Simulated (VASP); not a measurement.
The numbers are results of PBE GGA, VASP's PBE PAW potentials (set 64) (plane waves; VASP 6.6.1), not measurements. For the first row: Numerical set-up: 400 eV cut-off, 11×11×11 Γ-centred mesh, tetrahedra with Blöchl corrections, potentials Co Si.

```json
[
 {"system": "CoSi2 (fluorite)", "energy (eV/atom)": "-6.4317"},
 {"system": "Co (hcp)", "energy (eV/atom)": "-7.0363"},
 {"system": "Si (diamond)", "energy (eV/atom)": "-5.4240"}
]
```

The references are the elements' solids at the same level; no temperature or zero-point terms are added.

### Question
What is the formation energy per atom of CoSi$_{2}$?

### Answer
The references average (1×(-7.0363) + 2×(-5.4240))/3 = -5.9614 eV, so the formation energy is -6.4317 − (-5.9614) = -0.470 eV/atom.
